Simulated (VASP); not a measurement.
An input for Quantum ESPRESSO's pw.x (written as the equivalent of a VASP run, and not itself run):

```
&CONTROL
  calculation = 'scf'
  pseudo_dir = './pseudo'
  outdir = './out'
  tprnfor = .true.
  tstress = .true.
/
&SYSTEM
  ibrav = 0
  nat = 2
  ntyp = 1
  ecutwfc = 96
  occupations = 'tetrahedra'
  input_dft = 'vdw-df-cx'
  nspin = 2
  starting_magnetization(1) = 0.16
/
&ELECTRONS
  conv_thr = 7.3e-09
  electron_maxstep = 100
/
ATOMIC_SPECIES
  Co 58.933 Co.upf
CELL_PARAMETERS angstrom
     1.2296536   -2.1298227    0.0000000
     1.2296536    2.1298227    0.0000000
     0.0000000    0.0000000    3.9654501
ATOMIC_POSITIONS crystal
  Co   0.3333330  0.6666670  0.2500000
  Co   0.6666670  0.3333330  0.7500000
K_POINTS automatic
  19 19 10 0 0 0
```

Question: Translate this input to VASP (INCAR, KPOINTS, POSCAR, choice of POTCAR).

Answer: Several could match; the one computed here: 
**KPOINTS**
```
Automatic mesh
0
Gamma
19 19 10
0 0 0
```

**POSCAR**
```
Co
1
    1.2296535866    -2.1298227099     0.0000000000
    1.2296535866     2.1298227099     0.0000000000
    0.0000000000     0.0000000000     3.9654501470
Co
2
Direct
  0.3333330000   0.6666670000   0.2500000000
  0.6666670000   0.3333330000   0.7500000000
```

### INCAR
```
SYSTEM = Co
PREC = Accurate; ENCUT = 520; LREAL = .FALSE.
LASPH = .TRUE.
EDIFF = 1E-7; NELM = 100; ALGO = Normal
LMAXMIX = 4
ISMEAR = -5
GGA = CX; LUSE_VDW = .TRUE.; AGGAC = 0.0
ISPIN = 2; MAGMOM = 2*1.6
ISIF = 2
LWAVE = .FALSE.; LCHARG = .TRUE.; LORBIT = 11
NEDOS = 601
```

POTCAR, in this order: Co (PBE.64 set). Program: vasp_std.

What does not carry over: the potentials are each code's own (VASP's PAW set, PseudoDojo norm-conserving files in pw.x), so ENCUT and ecutwfc are chosen apart and not converted; conv_thr bounds pw.x's estimated SCF error, while EDIFF bounds the energy change between steps; starting_magnetization is a fraction of the valence charge and MAGMOM a moment in μB, so they match only roughly.

The compound is Co in the hcp structure. It was relaxed first, which changed the volume by -6 %.
